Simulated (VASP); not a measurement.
Runs of VASP 6.6.1 on MnO2. Symmetry: P4_2/mnm, No. 136, tetragonal system. Conventional cell: a = 4.396 Å, b = 4.396 Å, c = 2.871 Å, α = 90.00°, β = 90.00°, γ = 90.00°. Mn (site symmetry mmm) is surrounded by 6 O at 1.88 to 1.89 Å. O (site symmetry m2m) is surrounded by 3 Mn at 1.88 to 1.89 Å. 

```tsv
level	spin	U	k mesh	cutoff (eV)	further INCAR settings	grid for exact exchange (PRECFOCK)	screening parameter	mesh quality	gap on the mesh (eV)	pressure (GPa)	moment (μB)	largest force (eV/Å)
PBEsol+U	collinear, antiferromagnetic start	Mn d U = 4 eV	5 × 5 × 8	520	ALGO = Fast; EDIFF = 1e-06	-	-	not flagged	0.28	1.1	0.00	0.49
PBEsol+U	collinear, ferromagnetic start	Mn d U = 4 eV	5 × 5 × 8	520	ALGO = Fast; EDIFF = 1e-06	-	-	not flagged	none	(b)	6.03	0.48
HSE06	collinear, ferromagnetic start	-	3 × 3 × 4	450	ALGO = Normal; EDIFF = 1e-07	Fast	0.2 1/A	coarse	0.81	-	6.00	0.64
HSE06	collinear, antiferromagnetic start	-	3 × 3 × 4	450	ALGO = Normal; EDIFF = 1e-06	Fast	0.2 1/A	coarse	1.67	-	0.00	(a)
```

Alike in all rows: task single point; potentials or basis VASP PAW PBE potentials, release 64 (Mn_pv, O); cell as given; smearing gaussian 0.05 eV.

Fill in the values left out.

(a) 0.66; (b) 2.9.

Caveats: some runs use coarse meshes; the PAW data sets were made with another functional, which shifts forces and pressure a little; an odd mesh through Γ misses points on the zone boundary, where band edges often lie (some runs); the cutoff is under 1.25 times the usual one of these potentials, so pressure, stress and relaxed cells hold a basis-set (Pulay) error (some runs).

A gap of «none» marks a metal or a gap under the smearing width.

Not every run made on this cell is shown here.
